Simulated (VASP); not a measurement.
A convergence study with VASP on GaN (wurtzite): one setting is varied, all else stays as given below, so the limit is that of these other settings.

```yaml
crystal:
  lattice:
    - [1.59500, -2.76262, 0.00000]
    - [1.59500, 2.76262, 0.00000]
    - [0.00000, 0.00000, 5.19000]
  atoms:
    - { symbol: Ga, position: [0.66667, 0.33333, 0.50000] }
    - { symbol: Ga, position: [0.33333, 0.66667, 0.00000] }
    - { symbol: N, position: [0.66667, 0.33333, 0.87700] }
    - { symbol: N, position: [0.33333, 0.66667, 0.37700] }
```

Computed with PBEsol GGA, VASP's PBE PAW potentials (set 64) (plane waves; VASP). The tightest run used: 700 eV cut-off, 17×17×9 Γ-centred mesh, Gaussian smearing of 0.050 eV, potentials Ga_d N.

Q: The settings run are 1×1×1 mesh; 2×2×1 mesh; 3×3×2 mesh; 4×4×2 mesh; 5×5×3 mesh; 6×6×3 mesh; 7×7×4 mesh; 8×8×4 mesh; 9×9×5 mesh; 10×10×6 mesh; 11×11×6 mesh; 12×12×7 mesh; 13×13×7 mesh; 14×14×8 mesh; 15×15×8 mesh; 16×16×9 mesh; 17×17×9 mesh. From which on does the stress (every component) stay within 0.5 GPa of the tightest run?

A: From 4×4×2 mesh on: it is off by 0.42 there and by no more than 0.5 in any finer run, while 3×3×2 mesh is off by 1.31.
```tsv
setting	E (eV/atom)	pressure (GPa)	irreducible k-points	difference judged (GPa)
1×1×1 mesh	-2.2819	27.36	1	39.37
2×2×1 mesh	-6.2605	-2.66	2	14.85
3×3×2 mesh	-6.4922	-1.26	6	1.31
4×4×2 mesh	-6.5525	-1.48	8	0.42
5×5×3 mesh	-6.5647	-1.44	10	0.16
6×6×3 mesh	-6.5677	-1.42	14	0.07
7×7×4 mesh	-6.5693	-1.40	24	0.04
8×8×4 mesh	-6.5695	-1.40	30	0.03
9×9×5 mesh	-6.5696	-1.39	36	0.01
10×10×6 mesh	-6.5697	-1.38	56	0.00
11×11×6 mesh	-6.5697	-1.38	64	0.00
12×12×7 mesh	-6.5697	-1.38	76	0.00
13×13×7 mesh	-6.5697	-1.38	84	0.00
14×14×8 mesh	-6.5697	-1.38	120	0.00
15×15×8 mesh	-6.5697	-1.39	135	0.00
16×16×9 mesh	-6.5697	-1.38	150	0.00
17×17×9 mesh	-6.5697	-1.38	165	0.00
```

Left out are rungs that failed or repeat a setting and relaxations that didn't move; long series are thinned to 24 rows.

The compound is GaN in the wurtzite structure. The cell was not relaxed at this level.
